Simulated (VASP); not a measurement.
Input:

```
NaH
1.0
    0.00000     2.40702     2.40702
    2.40702     0.00000     2.40702
    2.40702     2.40702     0.00000
Na H
1 1
Direct
  0.00000   0.00000   0.00000
  0.50000   0.50000   0.50000
```

The numbers are results of G0W0 on PBE orbitals, VASP's PBE PAW potentials (set 64) (plane waves; VASP), not measurements. Settings: PREC = Normal, 500 eV cut-off, 4×4×4 Γ-centred mesh, Gaussian smearing of 0.010 eV, potentials Na_sv_GW H_GW.

The mesh is coarse and the basis finite, so the quasiparticle values are not converged.

NBANDS = 160, ENCUTGW = 200 eV, NOMEGA = 64. The PBE levels (eV) that the step starts from are:

| state | KS energy | filling |
|---|---|---|
| k1 (0.00, 0.00, 0.00), band 2 | -23.23 | 2 |
| k1 (0.00, 0.00, 0.00), band 3 | -23.23 | 2 |
| k1 (0.00, 0.00, 0.00), band 4 | -23.23 | 2 |
| k1 (0.00, 0.00, 0.00), band 5 | -4.79 | 2 |
| k1 (0.00, 0.00, 0.00), band 6 | 9.39 | 0 |
| k1 (0.00, 0.00, 0.00), band 7 | 14.54 | 0 |
| k1 (0.00, 0.00, 0.00), band 8 | 14.54 | 0 |
| k1 (0.00, 0.00, 0.00), band 9 | 14.54 | 0 |
| k4 (0.25, 0.25, 0.00), band 2 | -23.27 | 2 |
| k4 (0.25, 0.25, 0.00), band 3 | -23.24 | 2 |
| k4 (0.25, 0.25, 0.00), band 4 | -23.24 | 2 |
| k4 (0.25, 0.25, 0.00), band 5 | -3.44 | 2 |
| k4 (0.25, 0.25, 0.00), band 6 | 6.40 | 0 |
| k4 (0.25, 0.25, 0.00), band 7 | 10.53 | 0 |
| k4 (0.25, 0.25, 0.00), band 8 | 10.89 | 0 |
| k4 (0.25, 0.25, 0.00), band 9 | 10.89 | 0 |
| k6 (-0.25, 0.25, 0.00), band 2 | -23.30 | 2 |
| k6 (-0.25, 0.25, 0.00), band 3 | -23.27 | 2 |
| k6 (-0.25, 0.25, 0.00), band 4 | -23.24 | 2 |
| k6 (-0.25, 0.25, 0.00), band 5 | -2.34 | 2 |
| k6 (-0.25, 0.25, 0.00), band 6 | 4.76 | 0 |
| k6 (-0.25, 0.25, 0.00), band 7 | 6.34 | 0 |
| k6 (-0.25, 0.25, 0.00), band 8 | 11.96 | 0 |
| k6 (-0.25, 0.25, 0.00), band 9 | 12.49 | 0 |

Question: Give the quasiparticle energies and renormalisation factors Z.

Answer: 
```
state                           QP energy (eV)     Z
------------------------------  --------------  ----
k1 (0.00, 0.00, 0.00), band 2           -28.15  0.75
k1 (0.00, 0.00, 0.00), band 3           -28.15  0.75
k1 (0.00, 0.00, 0.00), band 4           -28.15  0.75
k1 (0.00, 0.00, 0.00), band 5            -6.46  0.70
k1 (0.00, 0.00, 0.00), band 6            10.26  0.72
k1 (0.00, 0.00, 0.00), band 7            15.21  0.80
k1 (0.00, 0.00, 0.00), band 8            15.21  0.80
k1 (0.00, 0.00, 0.00), band 9            15.21  0.80
k4 (0.25, 0.25, 0.00), band 2           -28.12  0.74
k4 (0.25, 0.25, 0.00), band 3           -28.13  0.75
k4 (0.25, 0.25, 0.00), band 4           -28.13  0.75
k4 (0.25, 0.25, 0.00), band 5            -5.09  0.72
k4 (0.25, 0.25, 0.00), band 6             7.19  0.76
k4 (0.25, 0.25, 0.00), band 7            10.96  0.77
k4 (0.25, 0.25, 0.00), band 8            11.76  0.78
k4 (0.25, 0.25, 0.00), band 9            11.76  0.78
k6 (-0.25, 0.25, 0.00), band 2          -28.13  0.74
k6 (-0.25, 0.25, 0.00), band 3          -28.10  0.74
k6 (-0.25, 0.25, 0.00), band 4          -28.14  0.75
k6 (-0.25, 0.25, 0.00), band 5           -3.98  0.74
k6 (-0.25, 0.25, 0.00), band 6            5.52  0.78
k6 (-0.25, 0.25, 0.00), band 7            7.01  0.77
k6 (-0.25, 0.25, 0.00), band 8           12.85  0.79
k6 (-0.25, 0.25, 0.00), band 9           13.36  0.79
```
On the mesh the gap opens from 3.79 to 6.13 eV.

The compound is NaH in the rock salt structure. This cell is one point of a volume scan, at 0.96 of the reference volume. The k-mesh is coarse (spacing up to 0.57 per Å, 2π included), so the numbers may not be converged in it.
